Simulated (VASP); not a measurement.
Given:

```yaml
crystal:
  lattice:
    - [0.00000, 2.18966, 2.18966]
    - [2.18966, 0.00000, 2.18966]
    - [2.18966, 2.18966, 0.00000]
  atoms:
    - { symbol: Si, position: [0.00000, 0.00000, 0.00000] }
    - { symbol: C, position: [0.75000, 0.75000, 0.75000] }
```

Calculation: PBE GGA, VASP's PBE PAW potentials (set 64) (plane waves; VASP). Run with PREC = Normal, EDIFF = 1E-5, 450 eV cut-off, 12×12×12 Γ-centred mesh, Gaussian smearing of 0.050 eV, potentials Si C.

Question: Predict the energy per atom (σ→0), band gap (on the k-mesh) with the smallest direct gap where there is one.

Answer: 
The band gap (on the k-mesh) comes out as 1.37 eV and the smallest direct gap (on the k-mesh) is 4.53 eV. The energy per atom (σ→0) is -7.532 eV/atom.

Total energies compare only between runs with the same potentials, cut-off and functional.

The compound is SiC in the zinc blende structure. It was relaxed first.
